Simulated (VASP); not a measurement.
# Li3ZrN2 (P4mm) in VASP: notebook

One crystal, Li3ZrN2, is run at these levels: PBE, r2SCAN; tasks: relaxation of cell and atoms, single point.

All numbers are computed with VASP 6.6.1; they aren't measurements. Logs are shortened: lines on timing, memory, paths and dates and some standing lists are left out, and cuts for length are marked.

## (1) The structure

Symmetry: P4mm, No. 99, tetragonal system. The conventional cell has a = 3.238 Å, b = 3.238 Å, c = 8.051 Å, α = 90.00°, β = 90.00°, γ = 90.00°. Li (site symmetry 4mm) has 1 N at 1.79 Å as nearest neighbours. Around Li (site symmetry 4mm) lie 5 N at 2.30 to 2.38 Å. Li (site symmetry 4mm) has 1 N at 1.78 Å as nearest neighbours. Zr (site symmetry 4mm) is surrounded by 1 N at 1.91 Å. Around N (site symmetry 4mm) lie 1 Li at 1.79 Å. N (site symmetry 4mm) is surrounded by 1 Li at 1.78 Å and 1 Zr at 1.91 Å.

The cell was built by a generator and needn't be a form met in nature.

## (2) Relaxation of cell and atoms, PBE

File INCAR:

```
ALGO = Normal
EDIFF = 1E-6
EDIFFG = -0.01
ENCUT = 520
GGA = PE
IBRION = 2
ISIF = 3
ISMEAR = 0
KPAR = 4
LASPH = True
LCHARG = False
LREAL = False
LWAVE = False
NELM = 120
NSW = 90
PREC = Accurate
SIGMA = 0.1
```

File KPOINTS:

```
k-points
0
Gamma
  10 10 4
```

File POSCAR:

```
Li3ZrN2
1.0
    3.2380000000      0.0000000000      0.0000000000
    0.0000000000      3.2380000000      0.0000000000
    0.0000000000      0.0000000000      8.0510000000
Li Zr N
3 1 2
Direct
    0.0000000000      0.0000000000      0.8816296100
    0.0000000000      0.0000000000      0.3998261100
    0.5000000000      0.5000000000      0.5975655200
    0.5000000000      0.5000000000      0.1401068200
    0.0000000000      0.0000000000      0.1040864500
    0.5000000000      0.5000000000      0.3769718000
```

Potentials or basis: VASP PAW PBE potentials, release 64 (Li_sv, Zr_sv, N).

Run with:

```bash
$ cat potpaw_PBE.64/Li_sv/POTCAR potpaw_PBE.64/Zr_sv/POTCAR potpaw_PBE.64/N/POTCAR > POTCAR
$ mpirun -np 4 vasp_std > vasp.out
```

OUTCAR:

```text
EDIFF = 1E-6
   EDIFFG = -0.01
   ENCUT = 520
   GGA = PE
   IBRION = 2
   ISIF = 3
   ISMEAR = 0
   LASPH = True
   LREAL = False
   NELM = 120
   NSW = 90
   PREC = Accurate

 ion  position               nearest neighbor table
   1  0.000  0.000  0.882-   5 1.79   4 3.09   4 3.09   4 3.09   4 3.09
   2  0.000  0.000  0.400-   4 3.10   4 3.10   4 3.10   4 3.10
   3  0.500  0.500  0.598-   6 1.78
   4  0.500  0.500  0.140-   6 1.91   5 2.31   5 2.31   5 2.31   5 2.31   1 3.09   1 3.09   1 3.09
                             1 3.09   2 3.10   2 3.10   2 3.10   2 3.10
   5  0.000  0.000  0.104-   1 1.79   4 2.31   4 2.31   4 2.31   4 2.31
   6  0.500  0.500  0.377-   3 1.78   4 1.91

  LATTYP: Found a simple tetragonal cell.
 ALAT       =     3.2380000000
 C/A-ratio  =     2.4864113650

  Lattice vectors:

 A1 = (   3.2380000000,   0.0000000000,   0.0000000000)
 A2 = (   0.0000000000,   3.2380000000,   0.0000000000)
 A3 = (   0.0000000000,   0.0000000000,   8.0510000000)

Analysis of symmetry for initial positions (statically):
=====================================================================
 Subroutine PRICEL returns:
 Original cell was already a primitive cell.

 Routine SETGRP: Setting up the symmetry group for a
 simple tetragonal supercell.

 Subroutine GETGRP returns: Found  8 space group operations
 (whereof  8 operations were pure point group operations)
 out of a pool of 16 trial point group operations.

The static configuration has the point symmetry C_4v.

Analysis of symmetry for dynamics (positions and initial velocities):
=====================================================================
 Subroutine PRICEL returns:
 Original cell was already a primitive cell.

 Routine SETGRP: Setting up the symmetry group for a
 simple tetragonal supercell.

 Subroutine GETGRP returns: Found  8 space group operations
 (whereof  8 operations were pure point group operations)
 out of a pool of 16 trial point group operations.

The dynamic configuration has the point symmetry C_4v.

 Subroutine INISYM returns: Found  8 space group operations
 (whereof  8 operations are pure point group operations),
 and found     1 'primitive' translations

----------------------------------------------------------------------------------------

                                     Primitive cell

  volume of cell :      84.4119

  direct lattice vectors                    reciprocal lattice vectors
     3.238000000  0.000000000  0.000000000     0.308832613  0.000000000  0.000000000
     0.000000000  3.238000000  0.000000000     0.000000000  0.308832613  0.000000000
     0.000000000  0.000000000  8.051000000     0.000000000  0.000000000  0.124208173

  length of vectors
     3.238000000  3.238000000  8.051000000     0.308832613  0.308832613  0.124208173

  position of ions in fractional coordinates (direct lattice)
     0.000000000  0.000000000  0.881629610
     0.000000000  0.000000000  0.399826110
     0.500000000  0.500000000  0.597565520
     0.500000000  0.500000000  0.140106820
     0.000000000  0.000000000  0.104086450
     0.500000000  0.500000000  0.376971800

  ion indices of the primitive-cell ions
   primitive index   ion index
                 1           1
                 2           2
                 3           3
                 4           4
                 5           5
                 6           6

----------------------------------------------------------------------------------------

 KPOINTS: k-points

Automatic generation of k-mesh.
 Grid dimensions read from file:
 generate k-points for:   10   10    4

 Generating k-lattice:

  Cartesian coordinates                     Fractional coordinates (reciprocal lattice)
     0.030883261  0.000000000  0.000000000     0.100000000  0.000000000  0.000000000
     0.000000000  0.030883261  0.000000000     0.000000000  0.100000000  0.000000000
     0.000000000  0.000000000  0.031052043     0.000000000  0.000000000  0.250000000

  Length of vectors
     0.030883261  0.030883261  0.031052043

  Shift w.r.t. Gamma in fractional coordinates (k-lattice)
     0.000000000  0.000000000  0.000000000

 Subroutine IBZKPT returns following result:
 ===========================================

 Found     63 irreducible k-points:

 Following reciprocal coordinates:
            Coordinates               Weight
  0.000000  0.000000  0.000000      1.000000
  0.100000  0.000000  0.000000      4.000000
  0.200000  0.000000  0.000000      4.000000
  0.300000  0.000000  0.000000      4.000000
  0.400000  0.000000  0.000000      4.000000
  0.500000  0.000000  0.000000      2.000000
[... 16 lines left out ...]
  0.100000  0.000000  0.250000      8.000000
  0.200000  0.000000  0.250000      8.000000
 [... further k-points ...]
   k-points           NKPTS =     63   k-points in BZ     NKDIM =     63   number of bands    NBANDS=     19
   number of dos      NEDOS =    301   number of ions     NIONS =      6
   total plane-waves  NPLWV =  34560
   dimension x,y,z NGX =    24 NGY =   24 NGZ =   60
   dimension x,y,z NGXF=    48 NGYF=   48 NGZF=  120
   ions per type =               3   1   2
   NGX,Y,Z   is equivalent  to a cutoff of  12.32, 12.32, 12.39 a.u.
   NGXF,Y,Z  is equivalent  to a cutoff of  24.64, 24.64, 24.78 a.u.
 SYSTEM =  unknown system
   PREC   = accura    normal or accurate (medium, high low for compatibility)
   ISTART =      0    job   : 0-new  1-cont  2-samecut
   ICHARG =      2    charge: 1-file 2-atom 10-const
   ISPIN  =      1    spin polarized calculation?
   LNONCOLLINEAR =      F non collinear calculations
   LSORBIT =      F    spin-orbit coupling
   LASPH  =      T    aspherical Exc in radial PAW
   ENCUT  =  520.0 eV  38.22 Ry    6.18 a.u.   6.02  6.02 14.97*2*pi/ulx,y,z
   NELM   =    120;   NELMIN=  2; NELMDL= -5     # of ELM steps
   EDIFF  = 0.1E-05   stopping-criterion for ELM
   LREAL  =      F    real-space projection
   EDIFFG = -.1E-01   stopping-criterion for IOM
   NSW    =     90    number of steps for IOM
   IBRION =      2    ionic relax: 0-MD 1-quasi-New 2-CG
   NFREE  =      1    steps in history (QN), initial steepest desc. (CG)
   ISIF   =      3    stress and relaxation
   ISYM   =      2    0-nonsym 1-usesym 2-fastsym
   POTIM  = 0.5000    time-step for ionic-motion
   TEBEG  =    0.0;   TEEND  =   0.0 temperature during run
   PSTRESS=    0.0 pullay stress
   NELECT =      31.0000    total number of electrons
   NUPDOWN=      -1.0000    fix difference up-down
   EMIN   =  10.00;   EMAX   =-10.00  energy-range for DOS
   EFERMI =   0.00;   METHOD = LEGACY
   ISMEAR =     0;   SIGMA  =   0.10  broadening in eV -4-tet -1-fermi 0-gaus
   EFERMI_NEDOS =   21; number of points for ismear=-14 and -15
   IALGO  =     38    algorithm
   IMIX   =      4    mixing-type and parameters
     AMIX     =   0.40;   BMIX     =  1.00
     AMIX_MAG =   1.60;   BMIX_MAG =  1.00
  volume/ion in A,a.u.               =      14.07        94.94
  Fermi-wavevector in a.u.,A,eV,Ry     =   1.172360  2.215439 18.700219  1.374427
  Thomas-Fermi vector in A             =   2.308790
   LORBIT       =      0    0 simple, 1 ext, 2 COOP (PROOUT), +10 PAW based schemes
   GGA     = PE    functional components
   LHFCALC =     F    Hartree Fock is set to
   AEXX    =    0.0000 exact exchange contribution
   IVDW    =     0    specifies the selected vdW correction
   LEPSILON=     F    determine dielectric tensor
   LRPA    =     F    only Hartree local field effects (RPA)
 conjugate gradient relaxation of ions
 non-spin polarized calculation
 Gauss-broadening in eV      SIGMA  =   0.10
  energy-cutoff  :      520.00
  volume of cell :       84.41
 maximum number of plane-waves:      2300
   NGX = 13   NGY = 13   NGZ = 29

--------------------------------------- Ionic step        1  -------------------------------------------

 number of electron      30.9999993 magnetization

 Free energy of the ion-electron system (eV)
  ---------------------------------------------------
  ext. energy  EPLUGINS =         0.00000000
  ---------------------------------------------------
  free energy    TOTEN  =       -35.07202580 eV

  energy without entropy =      -35.06366893  energy(sigma->0) =      -35.06784737

------------------------ aborting loop because EDIFF is reached ----------------------------------------

  FORCE on cell =-STRESS in cart. coord.  units (eV):
  Direction    XX          YY          ZZ          XY          YZ          ZX
  --------------------------------------------------------------------------------------
  -------------------------------------------------------------------------------------
  Total       -1.2394667     -1.2394667      3.0341540      0.0000000      0.0000000      0.0000000
  in kB      -23.5256669    -23.5256669     57.5896826      0.0000000      0.0000000      0.0000000
  external PRESSURE =       3.5127829 kB  Pullay stress =       0.0000000 kB
[... 101 lines left out ...]
  FREE ENERGIE OF THE ION-ELECTRON SYSTEM (eV)
  ---------------------------------------------------
  free  energy   TOTEN  =       -35.2950604331 eV

  energy  without entropy=      -35.2851952260  energy(sigma->0) =      -35.29012783

[... ionic steps 4 to 31 ...]

--------------------------------------- Ionic step       32  -------------------------------------------

 number of electron      30.9999963 magnetization

------------------------ aborting loop because EDIFF is reached ----------------------------------------
[... 75 lines left out ...]
--------------------------------------- Ionic step       34  -------------------------------------------

 number of electron      30.9999963 magnetization

 Free energy of the ion-electron system (eV)
  ---------------------------------------------------
  ext. energy  EPLUGINS =         0.00000000
  ---------------------------------------------------
  free energy    TOTEN  =       -35.37106549 eV

  energy without entropy =      -35.36239258  energy(sigma->0) =      -35.36672903

 E-fermi :   3.3220     XC(G=0):  -8.9192

 val. band max:        3.2919630191   @ k =   0.4000   0.0000   0.0000
 cond. band min:       3.3352264996   @ k =   0.4000   0.1000   0.0000
 fundamental gap:      0.0432634805
 Fermi energy:         3.3219535065

 k-point     1 :       0.0000    0.0000    0.0000
  band No.  band energies     occupation
      1     -44.5912      2.00000
      2     -42.8036      2.00000
      3     -42.3058      2.00000
      4     -40.8635      2.00000
      5     -22.9276      2.00000
      6     -22.4515      2.00000
[... 505 lines left out ...]
      6     -22.7126      2.00000
[... 11 lines left out ...]
     18       5.8801      0.00000
     19       7.5538      0.00000

 [... further k-points ...]

------------------------ aborting loop because EDIFF is reached ----------------------------------------

  FORCE on cell =-STRESS in cart. coord.  units (eV):
  Direction    XX          YY          ZZ          XY          YZ          ZX
  --------------------------------------------------------------------------------------
  -------------------------------------------------------------------------------------
  Total        0.0078174      0.0078174      0.0174820      0.0000000      0.0000000      0.0000000
  in kB        0.1439163      0.1439163      0.3218383      0.0000000      0.0000000      0.0000000
  external PRESSURE =       0.2032237 kB  Pullay stress =       0.0000000 kB
[... 21 lines left out ...]
  FREE ENERGIE OF THE ION-ELECTRON SYSTEM (eV)
  ---------------------------------------------------
  free  energy   TOTEN  =       -35.3710654904 eV

  energy  without entropy=      -35.3623925766  energy(sigma->0) =      -35.36672903

 reached required accuracy - stopping structural energy minimisation
```

It took 3 min on 4 MPI ranks of Intel Xeon 6975P-C (Granite Rapids), shared host; peak memory 0.28 GiB.

The run converged, but some of its settings lie outside the range that counts as converged, so its numbers aren't taken as properties of the crystal.

What came out:

```yaml
Free_energy: -35.3711 eV
Relaxed_volume: 14.50 Å³/atom
Relaxed_cell: a = 3.181 Å, b = 3.181 Å, c = 8.603 Å, α = 90.00°, β = 90.00°, γ = 90.00°
Space_group_after_relaxing_to_0.05_Å: P4mm (No. 99)
Energy_gained_by_relaxing: 49.8 meV/atom
Ionic_steps: 34
Largest_force_after_relaxing: 0.010 eV/Å
Band_gap_on_the_k_mesh: none (metal or under the smearing width)
```

Caveat: the cutoff is under 1.25 times the usual one of these potentials, so pressure, stress and relaxed cells hold a basis-set (Pulay) error.

## (3) Relaxation of cell and atoms, PBE

This run uses another cell than the first one, of 14.50 Å³/atom, 1.031 times its volume.

File INCAR:

```
ALGO = Normal
EDIFF = 1E-7
EDIFFG = -0.005
ENCUT = 520
GGA = PE
IBRION = 2
ISIF = 3
ISMEAR = 0
KPAR = 4
LASPH = True
LCHARG = False
LREAL = False
LWAVE = False
NELM = 120
NSW = 60
POTIM = 0.3
PREC = Accurate
SIGMA = 0.1
```

KPOINTS is that of step 2.

File POSCAR:

```
Li3ZrN2                                 
1.0
    3.1805051663     -0.0000000000      0.0000000000
    0.0000000000      3.1805051663      0.0000000000
    0.0000000000     -0.0000000000      8.6034200702
  Li              Zr              N             
     3     1     2
Direct
     0.0000000000000000    0.0000000000000000    0.8840241728697409
     0.0000000000000000    0.0000000000000000    0.3751608003812296
     0.5000000000000000    0.5000000000000000    0.5945675734864798
     0.5000000000000000    0.5000000000000000    0.1566061346871328
     0.0000000000000000    0.0000000000000000    0.1104513216092268
     0.5000000000000000    0.5000000000000000    0.3793763069661868
```

Potentials or basis: VASP PAW PBE potentials, release 64 (Li_sv, Zr_sv, N).

Run with:

```bash
$ cat potpaw_PBE.64/Li_sv/POTCAR potpaw_PBE.64/Zr_sv/POTCAR potpaw_PBE.64/N/POTCAR > POTCAR
$ mpirun -np 4 vasp_std > vasp.out
```

Wall time 2.3 min (4 MPI ranks of Intel Xeon 6975P-C (Granite Rapids), shared host); peak memory 0.28 GiB.

These settings aren't checked as converged: the numbers below hold their error.

What came out:

* Free energy: -35.3779 eV
* Relaxed volume: 14.58 Å³/atom
* Relaxed cell: a = 3.181 Å, b = 3.181 Å, c = 8.648 Å, α = 90.00°, β = 90.00°, γ = 90.00°
* Space group after relaxing (to 0.05 Å): P4mm (No. 99)
* Energy gained by relaxing: 0.1 meV/atom
* Ionic steps: 20
* Largest force after relaxing: 0.005 eV/Å
* Band gap on the k mesh: none (metal or under the smearing width)

Caveat: the cutoff is under 1.25 times the usual one of these potentials, so pressure, stress and relaxed cells hold a basis-set (Pulay) error.

## (4) Single point, r2SCAN

This run uses another cell than the first one, of 14.58 Å³/atom, 1.037 times its volume.

File INCAR:

```
PREC     = Accurate       # precision mode
ENCUT    = 520            # plane-wave cutoff, eV
EDIFF    = 1E-6           # SCF threshold, eV
ISMEAR   = 0              # smearing method
SIGMA    = 0.1            # smearing width, eV
LREAL    = F              # projectors in reciprocal space
LASPH    = T              # aspherical terms in the spheres
NELM     = 150            # most SCF steps
ALGO     = Normal         # electronic algorithm
ISIF     = 2              # what is computed and relaxed
LWAVE    = F              # write WAVECAR
LCHARG   = F              # write CHGCAR
METAGGA  = R2SCAN         # meta-GGA
LMIXTAU  = T            
NBANDS   = 24             # bands
KPAR     = 4
```

File KPOINTS:

```
Automatic mesh
0
Gamma
  10 10 4
```

File POSCAR:

```
Li3ZrN2                                 
1.0
    3.1807800983      0.0000000000      0.0000000000
    0.0000000000      3.1807800983      0.0000000000
    0.0000000000      0.0000000000      8.6480193801
  Li              Zr              N             
     3     1     2
Direct
     0.0000000000000000    0.0000000000000000    0.8853603962811836
     0.0000000000000000    0.0000000000000000    0.3745202335484570
     0.5000000000000000    0.5000000000000000    0.5931941120737403
     0.5000000000000000    0.5000000000000000    0.1572117558831874
     0.0000000000000000    0.0000000000000000    0.1110795410317899
     0.5000000000000000    0.5000000000000000    0.3788202711816383
```

Run with:

```bash
$ cat potpaw_PBE.64/Li_sv/POTCAR potpaw_PBE.64/Zr_sv/POTCAR potpaw_PBE.64/N/POTCAR > POTCAR
$ mpirun -np 4 vasp_std > vasp.out
```

Wall time 58 s (4 MPI ranks of Intel Xeon 6975P-C (Granite Rapids), shared host); peak memory 0.27 GiB.

Results (log left out):

* Free energy: -53.4153 eV
* Largest force: 0.285 eV/Å
* Band gap on the k mesh: none (metal or under the smearing width)

Forces in eV/Å, atoms in the order of the input:
```
Li   0.000  0.000  0.142
Li   0.000  0.000 -0.049
Li   0.000  0.000 -0.099
Zr   0.000  0.000  0.285
N    0.000  0.000 -0.022
N    0.000  0.000 -0.256
```

Levels at points of the mesh, in eV from the Fermi level:
| k point | band 12 | band 13 | band 14 | band 15 | band 16 | band 17 | band 18 | band 19 |
| --- | --- | --- | --- | --- | --- | --- | --- | --- |
| (0.00, 0.00, 0.00) | -1.78 | -1.36 | -1.36 | -0.39 | -0.39 | -0.25 | 2.99 | 4.63 |
| (0.50, 0.00, 0.00) | -3.56 | -1.89 | -1.73 | 0.02 | 0.35 | 1.09 | 4.08 | 4.63 |
| (0.50, 0.50, 0.00) | -2.56 | -2.56 | -2.29 | -1.41 | 2.70 | 2.70 | 4.48 | 4.82 |
| (0.00, 0.00, 0.50) | -1.54 | -1.36 | -1.36 | -0.39 | -0.39 | -0.25 | 2.28 | 4.63 |
| (0.50, 0.00, 0.50) | -3.56 | -1.90 | -1.69 | 0.02 | 0.43 | 1.01 | 3.99 | 4.21 |
| (0.50, 0.50, 0.50) | -2.55 | -2.55 | -2.29 | -1.39 | 3.31 | 3.31 | 3.53 | 3.53 |

Caveat: the cutoff is under 1.25 times the usual one of these potentials, so pressure, stress and relaxed cells hold a basis-set (Pulay) error; the PAW data sets were made with another functional, which shifts forces and pressure a little.
